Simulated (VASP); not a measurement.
These are r2SCAN meta-GGA, VASP's PBE PAW potentials (set 64) (plane waves; VASP) values and carry that method's errors.

Input for VASP

INCAR:
```
# general
SYSTEM   =  HfB2
PREC     =  Accurate
ENCUT    =  520
LREAL    =  .FALSE.
LASPH    =  .TRUE.

# electronic loop
EDIFF    =  1E-7   # SCF stop (eV)
NELM     =  100   # most electronic steps
ALGO     =  Normal   # blocked Davidson
LMAXMIX  =  6   # l cut-off of mixed one-centre charges
LMIXTAU  =  .TRUE.

# smearing
ISMEAR   =  1
SIGMA    =  0.1   # width (eV)

# functional
METAGGA  =  R2SCAN

# ions
IBRION   =  2
NSW      =  30
ISIF     =  4   # ions and shape, fixed volume
EDIFFG   =  -0.01   # ionic stop

# output
LWAVE    =  .FALSE.
LCHARG   =  .FALSE.
```

### KPOINTS
```
Automatic mesh
0
Gamma
11 11 9
0 0 0
```

File POSCAR:
```
HfB2
1
    1.5340418443    -2.6570386410     0.0000000000
    1.5340418443     2.6570386410     0.0000000000
    0.0000000000     0.0000000000     3.4110391599
Hf B
1 2
Direct
  0.0000000000   0.0000000000   0.0000000000
  0.3333330000   0.6666670000   0.5000000000
  0.6666670000   0.3333330000   0.5000000000
```

POTCAR, in this order: Hf_pv B (PBE.64 set). Program: vasp_std.

Unless said otherwise, spin-orbit coupling is left out, though it shifts the bands of the heavy elements here.

Problem. Estimate the energy per atom (σ→0), band gap (on the k-mesh).

Solution. 
The energy per atom (σ→0) is -2026.1 kJ/mol of atoms and the band gap (on the k-mesh) comes out as none (metal, semimetal or under 0.01 eV).

File OSZICAR:
```
...
DAV:   3    -0.629984325641E+02   -0.16215E-05   -0.12275E-05  2352   0.361E-02    0.126E-02
DAV:   4    -0.629984304101E+02    0.21540E-05   -0.48264E-06  2368   0.207E-02    0.681E-03
DAV:   5    -0.629984319932E+02   -0.15831E-05   -0.21112E-06  2128   0.160E-02    0.282E-03
DAV:   6    -0.629984320933E+02   -0.10013E-06   -0.67096E-07  2056   0.906E-03    0.198E-03
DAV:   7    -0.629984324864E+02   -0.39308E-06   -0.15576E-07  1540   0.430E-03    0.103E-03
DAV:   8    -0.629984323350E+02    0.15135E-06   -0.30922E-08  1008   0.166E-03    0.144E-04
DAV:   9    -0.629984324313E+02   -0.96228E-07   -0.26777E-09   996   0.487E-04
   3 F= -.62998432E+02 E0= -.62998397E+02  d E =-.899193E-03
```

The compound is HfB2 in the AlB2 type structure. This cell is one point of a volume scan, at 0.94 of the reference volume. Symmetry was kept, so distortions that lower it aren't found.
